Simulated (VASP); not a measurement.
Level of theory: PBEsol GGA, VASP's PBE PAW potentials (set 64) (plane waves; VASP).

Input for VASP

**POSCAR**
```
Se
1.0
  2.0216429664  -3.5015883213   0.0000000000
  2.0216429664   3.5015883213   0.0000000000
  0.0000000000   0.0000000000   5.1265898408
Se
3
direct
  0.0000000000   0.2483172003   0.6666670000
  0.7516827997   0.7516827997   0.0000000000
  0.2483172003   0.0000000000   0.3333330000
```

### INCAR
```
SYSTEM  =  Se
PREC  =  Accurate; ENCUT  =  500; LREAL  =  F
LASPH  =  T
EDIFF  =  1E-6; NELM  =  100; ALGO  =  Normal
LMAXMIX  =  4
ISMEAR  =  0; SIGMA  =  0.05
GGA  =  PS
IBRION  =  2; NSW  =  40; ISIF  =  3
EDIFFG  =  -0.02
LWAVE  =  F; LCHARG  =  F
```

File KPOINTS:
```
Automatic mesh
0
Gamma
6 6 5
0 0 0
```

POTCAR, in this order: Se (PBE.64 set). Program: vasp_std.

### Question
What will the output report for the number of irreducible k-points (NKPTS), largest plane-wave count, number of space-group operations, FFT grid (NGX, NGY, NGZ)?

### Answer

* **number of irreducible k-points (NKPTS)**: 27
* **largest plane-wave count**: 1879
* **number of space-group operations**: 6
* **FFT grid (NGX, NGY, NGZ)**: 30 × 30 × 40

The compound is Se in the trig structure. This run relaxes it. Symmetry was kept, so distortions that lower it aren't found.
